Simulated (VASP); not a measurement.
Energy against volume of Pt3Ti (L1_2). Computed with PBEsol GGA, VASP's PBE PAW potentials (set 64) (plane waves; VASP).

```csv
V (Å³/atom),E (eV/atom)
13.923,-8.13847
14.368,-8.17688
14.812,-8.18871
15.256,-8.17845
15.701,-8.14972
```

Question: Fit a third-order Birch-Murnaghan equation of state.

Answer: 
```
Item                                             Value
---------------------------------------  -------------
volume per atom                          14.81 Å³/atom
bulk modulus                                   265 GPa
pressure derivative of the bulk modulus           5.07
lattice constant a                             3.899 Å
```

Measured: a 3.916 Å (computed value off by -0.4 %), as given by Molecular Dynamics Simulations of PtTi High-Temperature Shape Memory Alloys Based on a Modified Embedded-Atom Method …. The calculation is for a static lattice, while the measured a holds thermal and zero-point effects, which are part of the difference.

The compound is Pt3Ti in the L1_2 structure. It was relaxed first.
